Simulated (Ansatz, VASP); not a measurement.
# PPt5 (Pt(100), 5 layers, one monolayer of P on bridge sites): VASP beside Ansatz

Aim: how closely do two programs agree when they are given the same cell, functional and k mesh? Of the first pair: The structure shown is the start of the Ansatz relaxation below; VASP solves that cell, so the two are compared at the walk's first step.

Method: plane waves, with VASP 6.6.1 beside it; single point at PBE, in Ansatz 0.2.0.

**1. The starting structure**

The cell holds 6 atoms: 5 Pt and 1 P. Cell: a = 2.772 Å, b = 2.772 Å, c = 26.840 Å, α = 90.0°, β = 90.0°, γ = 90.0°. Vacuum lies along c.

**2. Ansatz: relaxation, PBE**

Ansatz runs on its default PAW (the set named soft_2) files.

The two programs are compared at the cell with which this relaxation starts, whose forces are those of its first step.

Input file input.yaml:

```yaml
crystal:
  lattice:
    - [2.7718585823, 0.0, 0.0]
    - [0.0, 2.7718585823, 0.0]
    - [0.0, 0.0, 26.84]
  atoms:
    - { symbol: Pt, position: [0.0, 0.0, 0.3092399404] }
    - { symbol: Pt, position: [0.5, 0.5, 0.3822652757] }
    - { symbol: Pt, position: [0.0, 0.0, 0.455290611] }
    - { symbol: Pt, position: [0.5, 0.5, 0.5283159463] }
    - { symbol: Pt, position: [0.0, 0.0, 0.6013412817] }
    - { symbol: P, position: [0.5, 0.0, 0.6757086826] }
kpoints:
  mp_grid: { grid: [10, 10, 1] }
hamiltonian:
  xc: pbe
scf:
  occupations: { method: fermi_dirac, width: 0.1 }
  convergence: { dr2_threshold: 1.0e-08 }
efield:
  axis: 3
  dipole_correction: true
  ramp_position: 0.97
  ramp_width: 0.04
relax:
  f_tol: 0.01
  constraints: [{ sites: [0, 1, 2] }]
output:
  write_potential: true
  write_density: true
  volumetric_format: npy
```

Run with:

```sh
$ ansatz run input.yaml --threads 4 --pin off --max-ram 8192MiB --backend cpu --events-out ev --progress --plain --runs-dir out
```

Numbers of over 12 decimals in the logs are rounded to 6 here.

The log of the run:

```text
Engine: ansatz 0.2.0, aarch64-unknown-linux-gnu
Pseudopotentials: kind: paw
Pseudopotential: Pt, paw, valence charge 18, recommended cutoff 420 eV (normal), Pt.paw.azcp
Pseudopotential: P, paw, valence charge 5, recommended cutoff 420 eV (normal), P.paw.azcp
Functional definition: PBE
  parameter kappa = 0.804
  parameter beta = 0.066725
  exchange = pbe_x(kappa = kappa, mu = beta*pi^2/3)
  correlation = pbe_c(beta = beta)
Crystal: 6 atoms, lattice volume = 206.217 Å³
Basis set: ecut = 420 eV, 4101 PW (Γ), exchange–correlation on 40×40×360 points (8 copies of the dense FFT grid, shifted against one another)
Bands: 57, of which v1, the nominal top of the filled ones, is band 48 counted from 1 (47 counted from 0)
Symmetry: 4 space group operations
Space group: Pmm2 (ITA 25), of the structure as read, at distance tolerance 5.9e-5 Å
k-points: 36 of 100
Non-local potential: Pt, projectors of the file, l = 0: 3, l = 1: 2, l = 2: 2, l = 3: 1
Non-local potential: P, projectors of the file, l = 0: 2, l = 1: 2, l = 2: 2
PAW form: soft (Blöchl's): semilocal exchange-correlation on the pseudo side does not see the compensation charge
PAW one-centre angular grid: Pt, 590 points (default); XC on 64 Gauss nodes
PAW one-centre angular grid: P, 110 points (default); XC on 64 Gauss nodes
Initial density: superposition of atomic densities (neutral atoms: chi_scale 0, normalization atom), corrected by the library's trained network
Initial wavefunctions: pseudopotential atomic-orbital guess
Functional: x = pbe(κ = 0.804, μ = 0.219515), c = pbe(β = 0.066725)
SCF iter   1: F=—  HF=-63369.883400 eV  |F-HF|=—  |Δ(HF+E_count)|=         —  Δρ=1.15e-2  dr2=3.44e0  ethr=1.77e-3  p=0.016 e·Å  D=1.38e-2 V/Å  ΔV_dip=-0.37 eV  dr2_dipole=4.71e-1  V_vac-E_F(+/−)=4.70/5.07 eV  ⟨swp⟩=8.9  Hψ=9327  notcnv=0  defer=19
efield: sawtooth ramp at fractional position 0.9700 (set: `efield.ramp_position`, or a place that a band, a saddle search or an elastic batch's reference lends), width 0.0400; the density the first Hamiltonian is built on has a dipole p = 0.016 e·Å; the dipole correction subtracts the counter field D = 1.38e-2 V/Å, which shifts the + side's vacuum level by -0.37 eV against the − side's; the planar-averaged density in the ramp window peaks in size at 1.3e-5 e/Å³
preconditioner: auto → LDOS  [metal: Δε(μ)=0.002 eV  Ē_g=7.219 eV  σ=0.100 eV  W_gap=0.00  n_scr=48 (ndim 8)  ℏωp=19.2 eV  f_vac=0.513  D(μ)=8.41/eV (n_scr^D=74)  β→1.0]
SCF iter   2: F=—  HF=-63369.828761 eV  |F-HF|=—  |Δ(HF+E_count)|=   5.46e-2  Δρ=4.84e-3  dr2=1.15e-1  ethr=1.77e-3  p=0.035 e·Å  D=3.08e-2 V/Å  ΔV_dip=-0.83 eV  dr2_dipole=4.59e-5  V_vac-E_F(+/−)=4.94/5.77 eV  ⟨swp⟩=2.1  Hψ=2469  notcnv=0  defer=35
SCF iter   3: F=—  HF=-63369.826869 eV  |F-HF|=—  |Δ(HF+E_count)|=   1.89e-3  Δρ=2.37e-3  dr2=6.92e-2  ethr=1.21e-4  p=0.028 e·Å  D=2.49e-2 V/Å  ΔV_dip=-0.67 eV  dr2_dipole=2.27e-3  V_vac-E_F(+/−)=4.84/5.51 eV  ⟨swp⟩=2.3  Hψ=3240  notcnv=0  defer=46
SCF iter   4: F=—  HF=-63369.820381 eV  |F-HF|=—  |Δ(HF+E_count)|=   6.49e-3  Δρ=8.39e-4  dr2=4.81e-3  ethr=7.29e-5  p=0.033 e·Å  D=2.89e-2 V/Å  ΔV_dip=-0.78 eV  dr2_dipole=2.27e-4  V_vac-E_F(+/−)=4.89/5.67 eV  ⟨swp⟩=2.0  Hψ=2981  notcnv=0  defer=46
SCF iter   5: F=—  HF=-63369.820162 eV  |F-HF|=—  |Δ(HF+E_count)|=   2.19e-4  Δρ=3.58e-4  dr2=1.14e-3  ethr=5.06e-6  p=0.032 e·Å  D=2.84e-2 V/Å  ΔV_dip=-0.76 eV  dr2_dipole=6.00e-5  V_vac-E_F(+/−)=4.89/5.65 eV  ⟨swp⟩=2.0  Hψ=3004  notcnv=0  defer=46
SCF iter   6: F=—  HF=-63369.820130 eV  |F-HF|=—  |Δ(HF+E_count)|=   3.18e-5  Δρ=1.53e-4  dr2=1.48e-4  ethr=1.20e-6  p=0.032 e·Å  D=2.84e-2 V/Å  ΔV_dip=-0.76 eV  dr2_dipole=2.23e-6  V_vac-E_F(+/−)=4.89/5.65 eV  ⟨swp⟩=1.5  Hψ=2207  notcnv=0  defer=46
SCF iter   7: F=—  HF=-63369.820133 eV  |F-HF|=—  |Δ(HF+E_count)|=   3.14e-6  Δρ=7.05e-5  dr2=2.75e-5  ethr=1.56e-7  p=0.032 e·Å  D=2.84e-2 V/Å  ΔV_dip=-0.76 eV  dr2_dipole=4.21e-7  V_vac-E_F(+/−)=4.89/5.65 eV  ⟨swp⟩=2.0  Hψ=2550  notcnv=0  defer=46
SCF iter   8: F=—  HF=-63369.820121 eV  |F-HF|=—  |Δ(HF+E_count)|=   1.22e-5  Δρ=2.92e-5  dr2=4.47e-6  ethr=2.89e-8  p=0.032 e·Å  D=2.84e-2 V/Å  ΔV_dip=-0.76 eV  dr2_dipole=1.15e-7  V_vac-E_F(+/−)=4.89/5.65 eV  ⟨swp⟩=2.2  Hψ=2696  notcnv=0  defer=46
SCF iter   9: F=—  HF=-63369.819882 eV  |F-HF|=—  |Δ(HF+E_count)|=   2.39e-4  Δρ=1.20e-5  dr2=9.23e-7  ethr=4.71e-9  p=0.032 e·Å  D=2.84e-2 V/Å  ΔV_dip=-0.76 eV  dr2_dipole=2.96e-9  V_vac-E_F(+/−)=4.89/5.65 eV  ⟨swp⟩=2.1  Hψ=2864  notcnv=0  defer=39
SCF iter  10: F=—  HF=-63369.819882 eV  |F-HF|=—  |Δ(HF+E_count)|=   3.69e-7  Δρ=7.07e-6  dr2=2.70e-7  ethr=9.71e-10  p=0.032 e·Å  D=2.84e-2 V/Å  ΔV_dip=-0.76 eV  dr2_dipole=7.19e-10  V_vac-E_F(+/−)=4.89/5.65 eV  ⟨swp⟩=2.0  Hψ=2973  notcnv=0  defer=39
[...]
preconditioner: auto → LDOS  [metal: Δε(μ)=0.007 eV  Ē_g=7.274 eV  σ=0.100 eV  W_gap=0.02  n_scr=48 (ndim 8)  ℏωp=19.2 eV  f_vac=0.508  D(μ)=8.22/eV (n_scr^D=74)  β→1.0]
SCF iter   2: F=—  HF=-63369.971161 eV  |F-HF|=—  |Δ(HF+E_count)|=   1.39e-4  Δρ=2.67e-4  dr2=2.99e-4  ethr=1.28e-6  p=0.031 e·Å  D=2.68e-2 V/Å  ΔV_dip=-0.72 eV  dr2_dipole=2.48e-7  V_vac-E_F(+/−)=4.93/5.64 eV  ⟨swp⟩=2.3  Hψ=3983  notcnv=0  defer=48
SCF iter   3: F=—  HF=-63369.971117 eV  |F-HF|=—  |Δ(HF+E_count)|=   4.45e-5  Δρ=1.34e-4  dr2=9.89e-5  ethr=3.15e-7  p=0.030 e·Å  D=2.68e-2 V/Å  ΔV_dip=-0.72 eV  dr2_dipole=6.67e-7  V_vac-E_F(+/−)=4.93/5.64 eV  ⟨swp⟩=2.8  Hψ=3714  notcnv=0  defer=48
SCF iter   4: F=—  HF=-63369.971108 eV  |F-HF|=—  |Δ(HF+E_count)|=   9.08e-6  Δρ=3.78e-5  dr2=6.50e-6  ethr=1.04e-7  p=0.031 e·Å  D=2.68e-2 V/Å  ΔV_dip=-0.72 eV  dr2_dipole=2.14e-7  V_vac-E_F(+/−)=4.92/5.64 eV  ⟨swp⟩=2.3  Hψ=3016  notcnv=0  defer=48
SCF iter   5: F=—  HF=-63369.970862 eV  |F-HF|=—  |Δ(HF+E_count)|=   2.45e-4  Δρ=1.16e-5  dr2=1.03e-6  ethr=6.84e-9  p=0.030 e·Å  D=2.67e-2 V/Å  ΔV_dip=-0.72 eV  dr2_dipole=4.08e-8  V_vac-E_F(+/−)=4.93/5.64 eV  ⟨swp⟩=2.0  Hψ=3453  notcnv=0  defer=48
SCF iter   6: F=—  HF=-63369.970863 eV  |F-HF|=—  |Δ(HF+E_count)|=   3.43e-7  Δρ=4.85e-6  dr2=1.44e-7  ethr=1.08e-9  p=0.030 e·Å  D=2.67e-2 V/Å  ΔV_dip=-0.72 eV  dr2_dipole=1.10e-9  V_vac-E_F(+/−)=4.93/5.64 eV  ⟨swp⟩=2.0  Hψ=2977  notcnv=0  defer=48
SCF iter   7: F=—  HF=-63369.970863 eV  |F-HF|=—  |Δ(HF+E_count)|=   8.46e-8  Δρ=2.11e-6  dr2=3.24e-8  ethr=1.52e-10  p=0.030 e·Å  D=2.67e-2 V/Å  ΔV_dip=-0.72 eV  dr2_dipole=1.15e-10  V_vac-E_F(+/−)=4.93/5.64 eV  ⟨swp⟩=2.0  Hψ=2952  notcnv=0  defer=48
SCF iter   8: F=-63369.970863 eV  HF=-63369.970863 eV  |F-HF|=1.06e-9  |Δ(HF+E_count)|=   1.59e-8  Δρ=9.49e-7  dr2=9.32e-9  ethr=1.05e-11  p=0.030 e·Å  D=2.67e-2 V/Å  ΔV_dip=-0.72 eV  dr2_dipole=4.27e-11  V_vac-E_F(+/−)=4.93/5.64 eV  ⟨swp⟩=9.5  Hψ=13852  notcnv=0
SCF 5 converged in 8 iterations: F = -63369.970863 eV  dr2 = 9.32e-9
relax step   5: F+E_penalty+E_count = -63369.97086293 eV  Δ(F+E_penalty+E_count) = -4.019e-4 eV  max|allowed force component| = 6.488e-3 eV/Å  Δτ_max = 0.0167 Å  (8 SCF iters, accepted)
NSCF: frozen V_eff on 36 k-points
the band table was solved once a step of the walk had ended and its energy, with any forces and stress, was formed, with the checks that follow a solve (10418 applications of the Hamiltonian). They found nothing against the state; the energy, forces and stress were not computed again (output.eigenvalues in the input reference)
WARN: The output density's exchange-correlation potential varies sharply where the density is thin. Do not read a vacuum level from v_tot or v_xc, or from such a field of the output density. On a cell that repeats whose density bears no net charge and no dipole along the vacuum's axis use v_es (v_loc + v_h of the components); under efield.dipole_correction with no amplitude use v_es + v_field, which holds any externa [...]
SCF converged after 8 iterations
Free energy (F): -63369.970863 eV
Harris-Foulkes:  -63369.970863 eV  (|F-HF|=1.06e-9)
Internal energy: -63369.710193 eV  (E = F + TS)
E sigma→0 (E₀):  -63369.840528 eV
Entropy (-TS):   -0.260670 eV (-43.445 meV/atom)
Fermi energy:    6.322220 eV
Dipole field:    D = 0.026727 V/Å  (p = 0.030459 e·Å, saw-weighted, corrected)
Work function:   Φ+ = 4.9257 eV   Φ− = 5.6431 eV
Levels:          The Fermi level and band energies are counted from a zero that moves with the ramp; work functions are not
--- Per-component energies (eV) ---
  E_band       = -2161.747010
  E_kinetic    = 3256.002052
  E_local      = -179419.226522  (includes V_loc(G=0)·N_el)
  E_nonlocal   = 1033.173099
  E_hartree    = 87994.829702
  E_xc         = -1368.400294
  E_vxc        = -1572.238472  (∫ρ·V_xc dr)
  E_paw        = -47839.546978  (= ΣΔE_a)
  E_vpaw       = -1450.512000  (= ΣTr[D̂ρ^β])
  E_aug_tail   = 0.001009  (compensation charges beyond the density's cutoff)
  E_efield     = 0.000407  (sawtooth field / dipole correction)
  E_vefield    = 1.415086  (∫n·V_field dr)
  E_ewald      = 72973.457332
  E_smearing   = -0.260670  (= −TS)
  E_closure    = 0.000000  (closes the sum)
  Σ components = -63369.970863   (vs F -63369.970863, Δ=0.00e0)
--- Forces (eV/Å), atoms counted from 1 ---
  atom   1  Pt    -0.00000000     0.00000000    -0.11433765
  atom   2  Pt    -0.00000000     0.00000000    -0.31391162
  atom   3  Pt     0.00000000     0.00000000     0.42788540
  atom   4  Pt    -0.00000000     0.00000000    -0.00355702
  atom   5  Pt     0.00000000     0.00000000     0.00648764
  atom   6  P     -0.00000000     0.00000000    -0.00256680
  max |Σ_I F_I| component: 5.88e-8 eV/Å
--- Band table (eV; the first three rows and the last of 36) ---
  k-point 0: bands = [... 44 lower, 5.4531, 5.5295, 5.6104, 6.0845, 6.3969, 6.4846, 6.5005, 7.6793, ... 5 higher]
  k-point 1: bands = [... 44 lower, 5.1824, 5.6253, 5.8002, 5.8635, 6.2487, 6.5696, 6.7335, 8.7254, ... 5 higher]
  k-point 2: bands = [... 44 lower, 4.9057, 5.4907, 5.6981, 5.8218, 6.2355, 6.5327, 7.0136, 7.9803, ... 5 higher]
  k-point 35: bands = [... 44 lower, 6.8237, 6.8673, 7.0752, 7.3838, 7.8234, 8.7069, 10.0953, 10.3765, ... 5 higher]
--- Relaxed structure (5 steps of the walk, 5 accepted, 0 SCFs on fresh bases) ---
  F+E_penalty+E_count = -63369.97086293 eV   max|allowed force component| = 6.488e-3 eV/Å
  atoms:
    - { symbol: Pt, position: [0.0, 0.0, 0.309240] }
    - { symbol: Pt, position: [0.5, 0.5, 0.382265] }
    - { symbol: Pt, position: [0.0, 0.0, 0.455291] }
    - { symbol: Pt, position: [0.5, 0.5, 0.530885] }
    - { symbol: Pt, position: [1.403741136016336e-17, 0.0, 0.610046] }
    - { symbol: P, position: [0.5, 0.0, 0.679876] }
```

The column dr2 measures how far the density is from self-consistency, as an energy; F and HF (Harris–Foulkes) agree once it is small.

**3. VASP: single point, PBE, start cell, pair 1**

The same cell, functional, mesh and smearing now go to VASP, with its own data sets.

Lines of VASP's logs that name or quote its potential files are left out, and so is its time.

Input file INCAR:

```
SYSTEM = PPt5
PREC = Accurate
ENCUT = 400
EDIFF = 1E-06
NELM = 120
ISMEAR = -1
SIGMA = 0.1
LREAL = .FALSE.
ALGO = Normal
GGA = PE
NBANDS = 34
LASPH = .TRUE.
LORBIT = 11
LWAVE = .FALSE.
LCHARG = .FALSE.
ISIF = 2
LDIPOL = .TRUE.
IDIPOL = 3
DIPOL = 0.5 0.5 0.492
LVHAR = .TRUE.
GGA_COMPAT = .FALSE.
NELMDL = -8
KPAR = 2
```

Input file POSCAR:

```
PPt5
1.0
    2.7718585823      0.0000000000      0.0000000000
    0.0000000000      2.7718585823      0.0000000000
    0.0000000000      0.0000000000     26.8400000000
Pt P
5 1
Direct
    0.9999998950      0.0000000000      0.3092399404
    0.4999998950      0.5000000000      0.3822652757
    0.9999998950      0.0000000000      0.4552906110
    0.4999998950      0.5000000000      0.5283159463
    0.9999998950      0.0000000000      0.6013412817
    0.4999998950      0.0000000000      0.6757086811
```

Input file KPOINTS:

```
Automatic mesh
0
Gamma
10 10 1
0 0 0
```

PAW data sets: Pt and P (PBE family, release 64).

Run with:

```sh
$ mpirun -np 2 vasp_std
```

The log of the run:

```text
[banner, memory and clock lines left out]
running    2 mpi-ranks, on    1 nodes
 distrk:  each k-point on    1 cores,    2 groups
 distr:  one band on    1 cores,    1 groups

 POSCAR found type information on POSCAR PtP
 POSCAR found :  2 types and       6 ions
 LDA part: xc-table for (Slater+PW92), standard interpolation
 POSCAR, INCAR and KPOINTS ok, starting setup
 FFT: planning ... GRIDC
 FFT: planning ... GRID_SOFT
 FFT: planning ... GRID
 WAVECAR not read
 entering main loop
       N       E                     dE             d eps       ncg     rms          rms(c)
DAV:   1     0.325116489457E+03    0.32512E+03   -0.21518E+04  2456   0.112E+03
DAV:   2    -0.178292748960E+02   -0.34295E+03   -0.32770E+03  3114   0.257E+02
DAV:   3    -0.365258352701E+02   -0.18697E+02   -0.18066E+02  3016   0.572E+01
DAV:   4    -0.371256123608E+02   -0.59978E+00   -0.59171E+00  3168   0.100E+01
DAV:   5    -0.371444433590E+02   -0.18831E-01   -0.18623E-01  3194   0.168E+00
DAV:   6    -0.371452299715E+02   -0.78661E-03   -0.78228E-03  3428   0.291E-01
DAV:   7    -0.371452466065E+02   -0.16635E-04   -0.16626E-04  3150   0.445E-02
DAV:   8    -0.371452473428E+02   -0.73636E-06   -0.73612E-06  2830   0.834E-03    0.270E+01
DAV:   9    -0.399291458040E+02   -0.27839E+01   -0.29882E+01  3050   0.303E+01    0.240E+01
DAV:  10    -0.786573323673E+02   -0.38728E+02   -0.33933E+02  3958   0.911E+01    0.510E+01
DAV:  11    -0.407892103519E+02    0.37868E+02   -0.25614E+02  3608   0.414E+01    0.218E+01
DAV:  12    -0.416016072116E+02   -0.81240E+00   -0.82446E+01  3080   0.450E+01    0.213E+01
DAV:  13    -0.370553090212E+02    0.45463E+01   -0.41849E+01  3088   0.258E+01    0.125E+01
DAV:  14    -0.357365662522E+02    0.13187E+01   -0.93453E+00  2658   0.188E+01    0.472E+00
[...]
DAV:  32    -0.349495909441E+02   -0.12460E-04   -0.70906E-06  2284   0.143E-02    0.966E-03
DAV:  33    -0.349496067112E+02   -0.15767E-04   -0.38227E-06  2026   0.114E-02    0.646E-03
DAV:  34    -0.349496137979E+02   -0.70867E-05   -0.17372E-06  2036   0.523E-03    0.376E-03
DAV:  35    -0.349496192180E+02   -0.54201E-05   -0.70195E-07  1668   0.376E-03    0.226E-03
DAV:  36    -0.349496241370E+02   -0.49190E-05   -0.59456E-07  1628   0.360E-03    0.809E-04
DAV:  37    -0.349496263733E+02   -0.22363E-05   -0.16542E-07  1632   0.157E-03    0.103E-03
DAV:  38    -0.349496279369E+02   -0.15636E-05   -0.12047E-07  1610   0.989E-04    0.695E-04
DAV:  39    -0.349496283922E+02   -0.45527E-06   -0.31517E-08  1468   0.686E-04
   1 F= -.34949628E+02 E0= -.34816266E+02  d E =-.266724E+00
```

Parts of OUTCAR (step 3):

```text
ion  position               nearest neighbor table
   1  1.000  0.000  0.309-   2 2.77   2 2.77   2 2.77   2 2.77
   2  0.500  0.500  0.382-   1 2.77   3 2.77   1 2.77   3 2.77   1 2.77   3 2.77   1 2.77   3 2.77

  LATTYP: Found a simple tetragonal cell.
 ALAT       =     2.7718585823
 C/A-ratio  =     9.6830336769

 Subroutine GETGRP returns: Found  4 space group operations
 (whereof  4 operations were pure point group operations)

The static configuration has the point symmetry C_2v.

 Found     36 irreducible k-points:

   k-points           NKPTS =     36   k-points in BZ     NKDIM =     36   number of bands    NBANDS=     34

   dimension x,y,z NGX =    18 NGY =   18 NGZ =  180
   dimension x,y,z NGXF=    36 NGYF=   36 NGZF=  360

   ENCUT  =  400.0 eV  29.40 Ry    5.42 a.u.   4.52  4.52 43.77*2*pi/ulx,y,z

   NELECT =      55.0000    total number of electrons

 k-points in reciprocal lattice and weights: Automatic mesh
   0.00000000  0.00000000  0.00000000       0.010
   0.10000000  0.00000000  0.00000000       0.020
   0.00000000  0.10000000  0.00000000       0.020
   0.20000000  0.00000000  0.00000000       0.020
   0.00000000  0.20000000  0.00000000       0.020
   0.30000000  0.00000000  0.00000000       0.020
   0.00000000  0.30000000  0.00000000       0.020
   0.40000000  0.00000000  0.00000000       0.020
   0.00000000  0.40000000  0.00000000       0.020
[...]
-0.40000000  0.50000000  0.00000000       0.020
   0.50000000  0.50000000  0.00000000       0.010

 dipolmoment           0.000000      0.000000     -0.032865 electrons x Angstroem

 average (electrostatic) potential at core
       1 -71.7081       2 -72.3793       3 -72.3694       4 -72.2989       5 -72.5300
       6 -87.4873

 E-fermi :   1.8076

 k-point     1 :       0.0000    0.0000    0.0000
  band No.  band energies     occupation
    ...
     25       0.9990      1.99938
     26       1.0628      1.99884
     27       1.0850      1.99855
     28       1.5528      1.85489
     29       1.8749      0.67549
     30       1.9726      0.32221
     31       1.9965      0.26266
     32       3.2294      0.00000
     33       5.8335      0.00000
     34       5.9571      0.00000

 k-point     2 :       0.1000    0.0000    0.0000
  band No.  band energies     occupation
    ...
     25       0.6746      1.99998
     26       1.1455      1.99734
     27       1.2658      1.99117
     28       1.4358      1.95259
     29       1.7384      1.33255
     30       2.0722      0.13244
     31       2.3337      0.01032
     32       4.2902      0.00000
     33       4.5336      0.00000
     34       5.9501      0.00000

 k-point     3 :       0.0000    0.1000    0.0000
  band No.  band energies     occupation
    ...
     25       0.6543      1.99998
     26       1.1324      1.99767
     27       1.2639      1.99133
     28       1.3807      1.97240
     29       1.7293      1.37259
     30       2.0602      0.14806
     31       2.3160      0.01231
     32       4.2779      0.00000
     33       4.4465      0.00000
     34       6.0670      0.00000

  Total        2.1829963      0.2147139      2.4494465      0.0000000      0.0000000      0.0000000
  in kB       16.9605113      1.6681923     19.0306614      0.0000000      0.0000000      0.0000000
  external PRESSURE =      12.5531217 kB  Pullay stress =       0.0000000 kB

  energy-cutoff  :      400.00
  volume of cell :      206.22
      direct lattice vectors                 reciprocal lattice vectors
     2.771858582  0.000000000  0.000000000     0.360768766  0.000000000  0.000000000
     0.000000000  2.771858582  0.000000000     0.000000000  0.360768766  0.000000000
     0.000000000  0.000000000 26.840000000     0.000000000  0.000000000  0.037257824

 POSITION                                       TOTAL-FORCE (eV/Angst)
 -----------------------------------------------------------------------------------
      2.77186      0.00000      8.30000         0.000000      0.000000     -0.110685
      1.38593      1.38593     10.26000         0.000000      0.000000     -0.326479
      2.77186      0.00000     12.22000         0.000000      0.000000     -0.100958
      1.38593      1.38593     14.18000         0.000000      0.000000     -0.475156
      2.77186      0.00000     16.14000         0.000000      0.000000      1.814908
      1.38593      0.00000     18.13602         0.000000      0.000000     -0.801630
 -----------------------------------------------------------------------------------
    total drift:                                0.000361      0.000000     -0.000329

  FREE ENERGIE OF THE ION-ELECTRON SYSTEM (eV)
  ---------------------------------------------------
  free  energy   TOTEN  =       -34.9496283922 eV

  energy  without entropy=      -34.6829044939  energy(sigma->0) =      -34.81626644

 vacuum level on the upper side and lower side of the slab         6.687         7.461

 total charge
# of ion       s       p       d       tot
------------------------------------------
    1        0.626   0.410   8.037   9.074
    2        0.632   0.604   8.033   9.269
    3        0.638   0.613   8.050   9.300
    4        0.643   0.609   8.073   9.325
    5        0.668   0.644   8.080   9.392
    6        1.117   1.218   0.000   2.335
--------------------------------------------------
tot          4.323   4.098  40.274  48.695

[... 3 further parts left out ...]
```

(Continued in part 2 of 2.)

[Lines on the potential files, build, host, timing and source positions are cut from VASP's logs without a mark.]

[Logs are printed without paths, hosts, clocks, repeated set-up lines and the standing remarks that a program may print on its own settings, such as how far it seeks lower states.]

[Hosts, paths, dates, database ids (printed as entryN), source tags and the programs' standing remarks are cut or masked in the printed files.]
